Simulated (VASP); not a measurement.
A VASP calculation is set up with these files.

INCAR:
```
SYSTEM = CaS
PREC = Accurate; ENCUT = 400; LREAL = .FALSE.
LASPH = .TRUE.
EDIFF = 1E-6; NELM = 100; ALGO = Normal
ISMEAR = 0; SIGMA = 0.05
GGA = PE
ISIF = 2
LWAVE = .FALSE.; LCHARG = .FALSE.
```

File KPOINTS:
```
kpoints
0
Monkhorst
6 6 6
```

File POSCAR:
```
CaS
1
    0.0000000000     2.8392340000     2.8153830000
    2.8583060000     0.0000000000     2.8153830000
    2.8583060000     2.8392340000     0.0000000000
Ca S
1 1
Direct
  0.0000000000   0.0000000000   0.0000000000
  0.4922580000   0.5077420000   0.5077420000
```

POTCAR, in this order: Ca_sv S (PBE.64 set). Program: vasp_std.

### Question
Translate this PBE calculation to Quantum ESPRESSO's pw.x.

### Answer
One equivalent input (not run):
```
&CONTROL
  calculation = 'scf'
  pseudo_dir = './pseudo'
  outdir = './out'
  tprnfor = .true.
  tstress = .true.
/
&SYSTEM
  ibrav = 0
  nat = 2
  ntyp = 2
  ecutwfc = 68
  occupations = 'smearing'
  smearing = 'gaussian'
  degauss = 0.003675
  input_dft = 'pbe'
/
&ELECTRONS
  conv_thr = 7.3e-08
  electron_maxstep = 100
/
ATOMIC_SPECIES
  Ca 40.078 Ca.upf
  S 32.060 S.upf
CELL_PARAMETERS angstrom
     0.0000000    2.8392340    2.8153830
     2.8583060    0.0000000    2.8153830
     2.8583060    2.8392340    0.0000000
ATOMIC_POSITIONS crystal
  Ca   0.0000000  0.0000000  0.0000000
  S    0.4922580  0.5077420  0.5077420
K_POINTS automatic
  6 6 6 1 1 1
```
Limits of the translation: the potentials are each code's own (VASP's PAW set, PseudoDojo norm-conserving files in pw.x), so ENCUT and ecutwfc are chosen apart and not converted; conv_thr bounds pw.x's estimated SCF error, while EDIFF bounds the energy change between steps; an even Monkhorst-Pack mesh in KPOINTS is the half-step-shifted mesh of pw.x.

The compound is CaS in the rock salt structure. The cell was not relaxed at this level, atoms are displaced from their ideal sites. The run is one of a series of settings (KPOINTS 6×6×6 Monkhorst-Pack mesh against the base run), some of them coarse on purpose.
